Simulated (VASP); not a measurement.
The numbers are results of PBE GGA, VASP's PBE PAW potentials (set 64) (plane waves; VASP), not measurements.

Input for VASP

**POSCAR**
```
C32Si32
1
    8.7583314356     0.0000000000     0.0000000000
    0.0000000000     8.7583314356     0.0000000000
    0.0000000000     0.0000000000     8.7583314356
Si C
32 32
Direct
  0.5000000000   0.0000000000   0.0000000000
  0.7500000000   0.2500000000   0.0000000000
  0.7500000000   0.0000000000   0.2500000000
  0.0000000000   0.0000000000   0.0000000000
  0.2500000000   0.2500000000   0.0000000000
  0.5000000000   0.5000000000   0.0000000000
  0.7500000000   0.7500000000   0.0000000000
  0.2500000000   0.0000000000   0.2500000000
  0.5000000000   0.2500000000   0.2500000000
  0.7500000000   0.5000000000   0.2500000000
  0.5000000000   0.0000000000   0.5000000000
  0.7500000000   0.2500000000   0.5000000000
  0.7500000000   0.0000000000   0.7500000000
  0.0000000000   0.5000000000   0.0000000000
  0.2500000000   0.7500000000   0.0000000000
  0.0000000000   0.2500000000   0.2500000000
  0.2500000000   0.5000000000   0.2500000000
  0.5000000000   0.7500000000   0.2500000000
  0.0000000000   0.0000000000   0.5000000000
  0.2500000000   0.2500000000   0.5000000000
  0.5000000000   0.5000000000   0.5000000000
  0.7500000000   0.7500000000   0.5000000000
  0.2500000000   0.0000000000   0.7500000000
  0.5000000000   0.2500000000   0.7500000000
  0.7500000000   0.5000000000   0.7500000000
  0.0000000000   0.7500000000   0.2500000000
  0.0000000000   0.5000000000   0.5000000000
  0.2500000000   0.7500000000   0.5000000000
  0.0000000000   0.2500000000   0.7500000000
  0.2500000000   0.5000000000   0.7500000000
  0.5000000000   0.7500000000   0.7500000000
  0.0000000000   0.7500000000   0.7500000000
  0.6250000000   0.1250000000   0.1250000000
  0.8750000000   0.3750000000   0.1250000000
  0.8750000000   0.1250000000   0.3750000000
  0.1250000000   0.1250000000   0.1250000000
  0.3750000000   0.3750000000   0.1250000000
  0.6250000000   0.6250000000   0.1250000000
  0.8750000000   0.8750000000   0.1250000000
  0.3750000000   0.1250000000   0.3750000000
  0.6250000000   0.3750000000   0.3750000000
  0.8750000000   0.6250000000   0.3750000000
  0.6250000000   0.1250000000   0.6250000000
  0.8750000000   0.3750000000   0.6250000000
  0.8750000000   0.1250000000   0.8750000000
  0.1250000000   0.6250000000   0.1250000000
  0.3750000000   0.8750000000   0.1250000000
  0.1250000000   0.3750000000   0.3750000000
  0.3750000000   0.6250000000   0.3750000000
  0.6250000000   0.8750000000   0.3750000000
  0.1250000000   0.1250000000   0.6250000000
  0.3750000000   0.3750000000   0.6250000000
  0.6250000000   0.6250000000   0.6250000000
  0.8750000000   0.8750000000   0.6250000000
  0.3750000000   0.1250000000   0.8750000000
  0.6250000000   0.3750000000   0.8750000000
  0.8750000000   0.6250000000   0.8750000000
  0.1250000000   0.8750000000   0.3750000000
  0.1250000000   0.6250000000   0.6250000000
  0.3750000000   0.8750000000   0.6250000000
  0.1250000000   0.3750000000   0.8750000000
  0.3750000000   0.6250000000   0.8750000000
  0.6250000000   0.8750000000   0.8750000000
  0.1250000000   0.8750000000   0.8750000000
```

KPOINTS:
```
Automatic mesh
0
Gamma
1 1 1
0 0 0
```

INCAR:
```
# general
SYSTEM = C32Si32
PREC   = Normal
ENCUT  = 400   # plane-wave cut-off (eV)
LREAL  = Auto
LASPH  = .TRUE.

# electronic loop
EDIFF  = 1E-6
NELM   = 100   # most electronic steps
NELMIN = 4
ALGO   = Fast   # Davidson, then RMM-DIIS

# smearing
ISMEAR = 0
SIGMA  = 0.05

# functional
GGA    = PE   # PBE

# output
LWAVE  = .TRUE.
LCHARG = .FALSE.
LORBIT = 11   # lm-projected
LVHAR  = .TRUE.
```

POTCAR, in this order: Si C (PBE.64 set). Program: vasp_gam. Read from the step before: WAVECAR.

What VASP printed:

### OSZICAR
```
       N       E                     dE             d eps       ncg     rms          rms(c)
DAV:   1    -0.477963128050E+03   -0.47796E+03   -0.32926E-06   268   0.313E-03    0.218E-03
RMM:   2    -0.477963127580E+03    0.46930E-06   -0.27792E-07   203   0.125E-03    0.131E-03
RMM:   3    -0.477963127151E+03    0.42913E-06   -0.29721E-07   236   0.998E-04    0.378E-04
RMM:   4    -0.477963127234E+03   -0.82979E-07    0.00000E+00   100   0.363E-04
   1 F= -.47796313E+03 E0= -.47796313E+03  d E =-.799920E-11
```

OUTCAR:
```
------------------------ aborting loop because EDIFF is reached ----------------------------------------
  FORCE on cell =-STRESS in cart. coord.  units (eV):
  Direction    XX          YY          ZZ          XY          YZ          ZX
  --------------------------------------------------------------------------------------
  Total       -3.2496848     -3.2496848     -3.2496848      0.0000000      0.0000000      0.0000000
  in kB       -7.7497501     -7.7497501     -7.7497501      0.0000000      0.0000000      0.0000000
  external PRESSURE =      -7.7497501 kB  Pullay stress =       0.0000000 kB
  volume of cell :      671.84
      direct lattice vectors                 reciprocal lattice vectors
     8.758331436  0.000000000  0.000000000     0.114176999  0.000000000  0.000000000
     0.000000000  8.758331436  0.000000000     0.000000000  0.114176999  0.000000000
     0.000000000  0.000000000  8.758331436     0.000000000  0.000000000  0.114176999
  FREE ENERGIE OF THE ION-ELECTRON SYSTEM (eV)
  ---------------------------------------------------
  free  energy   TOTEN  =      -477.9631272342 eV

  energy  without entropy=     -477.9631272342  energy(sigma->0) =     -477.96312723

 total charge

# of ion       s       p       d       tot
------------------------------------------
    1        0.698   0.964   0.000   1.663
    2        0.698   0.964   0.000   1.663
    3        0.698   0.964   0.000   1.663
    4        0.698   0.964   0.000   1.663
    5        0.698   0.964   0.000   1.663
    6        0.698   0.964   0.000   1.663
    7        0.698   0.964   0.000   1.663
    8        0.698   0.964   0.000   1.663
    9        0.698   0.964   0.000   1.663
   10        0.698   0.964   0.000   1.663
   11        0.698   0.964   0.000   1.663
   12        0.698   0.964   0.000   1.663
   13        0.698   0.964   0.000   1.663
   14        0.698   0.964   0.000   1.663
   15        0.698   0.964   0.000   1.663
   16        0.698   0.964   0.000   1.663
   17        0.698   0.964   0.000   1.663
   18        0.698   0.964   0.000   1.663
   19        0.698   0.964   0.000   1.663
   20        0.698   0.964   0.000   1.663
   21        0.698   0.964   0.000   1.663
   22        0.698   0.964   0.000   1.663
   23        0.698   0.964   0.000   1.663
   24        0.698   0.964   0.000   1.663
   25        0.698   0.964   0.000   1.663
   26        0.698   0.964   0.000   1.663
   27        0.698   0.964   0.000   1.663
   28        0.698   0.964   0.000   1.663
   29        0.698   0.964   0.000   1.663
   30        0.698   0.964   0.000   1.663
   31        0.698   0.964   0.000   1.663
   32        0.698   0.964   0.000   1.663
   33        0.830   1.717   0.000   2.547
   34        0.830   1.717   0.000   2.547
   35        0.830   1.717   0.000   2.547
   36        0.830   1.717   0.000   2.547
   37        0.830   1.717   0.000   2.547
   38        0.830   1.717   0.000   2.547
   39        0.830   1.717   0.000   2.547
   40        0.830   1.717   0.000   2.547
   41        0.830   1.717   0.000   2.547
   42        0.830   1.717   0.000   2.547
   43        0.830   1.717   0.000   2.547
   44        0.830   1.717   0.000   2.547
   45        0.830   1.717   0.000   2.547
   46        0.830   1.717   0.000   2.547
   47        0.830   1.717   0.000   2.547
   48        0.830   1.717   0.000   2.547
   49        0.830   1.717   0.000   2.547
   50        0.830   1.717   0.000   2.547
   51        0.830   1.717   0.000   2.547
   52        0.830   1.717   0.000   2.547
   53        0.830   1.717   0.000   2.547
   54        0.830   1.717   0.000   2.547
   55        0.830   1.717   0.000   2.547
   56        0.830   1.717   0.000   2.547
   57        0.830   1.717   0.000   2.547
   58        0.830   1.717   0.000   2.547
   59        0.830   1.717   0.000   2.547
   60        0.830   1.717   0.000   2.547
   61        0.830   1.717   0.000   2.547
   62        0.830   1.717   0.000   2.547
   63        0.830   1.717   0.000   2.547
   64        0.830   1.717   0.000   2.547
--------------------------------------------------
tot         48.908  85.796   0.000 134.705
```
(Selected blocks of OUTCAR.)

OUTCAR:
```
 val. band max:        8.0149938736   @ k =   0.0000   0.0000   0.0000

 cond. band min:       9.3244399739   @ k =   0.0000   0.0000   0.0000


 Fermi energy:         8.2552135398

 k-point     1 :       0.0000    0.0000    0.0000
  band No.  band energies     occupation
      1      -7.3139      2.00000
      2      -5.7323      2.00000
      3      -5.7323      2.00000
      4      -5.7323      2.00000
      5      -5.7323      2.00000
      6      -5.7323      2.00000
      7      -5.7323      2.00000
      8      -4.3213      2.00000
      9      -4.3213      2.00000
     10      -4.3213      2.00000
     11      -4.3213      2.00000
     12      -4.3213      2.00000
     13      -4.3213      2.00000
     14      -4.3213      2.00000
     15      -4.3213      2.00000
     16      -4.3213      2.00000
     17      -4.3213      2.00000
     18      -4.3213      2.00000
     19      -4.3213      2.00000
     20      -3.7896      2.00000
     21      -3.7896      2.00000
     22      -3.7896      2.00000
     23      -3.7896      2.00000
     24      -2.3459      2.00000
     25      -2.3459      2.00000
     26      -2.3459      2.00000
     27      -2.1193      2.00000
     28      -2.1193      2.00000
     29      -2.1193      2.00000
     30      -2.1193      2.00000
     31      -2.1193      2.00000
     32      -2.1193      2.00000
     33      -0.4869      2.00000
     34      -0.4869      2.00000
     35      -0.4869      2.00000
     36      -0.4869      2.00000
     37       0.2215      2.00000
     38       0.2215      2.00000
     39       0.2215      2.00000
     40       0.9713      2.00000
     41       0.9713      2.00000
     42       0.9713      2.00000
     43       0.9713      2.00000
     44       0.9713      2.00000
     45       0.9713      2.00000
     46       2.0724      2.00000
     47       2.0724      2.00000
     48       2.0724      2.00000
     49       2.0724      2.00000
     50       2.0724      2.00000
     51       2.0724      2.00000
...
```

At this cut-off the stress carries a Pulay error, which pulls relaxed volumes low. The supercell is sampled at Γ alone, which is coarse: total energies, pressure and levels can be off, energies of defects by several tenths of an eV.

The cell is a supercell, built from SiC (zinc blende).
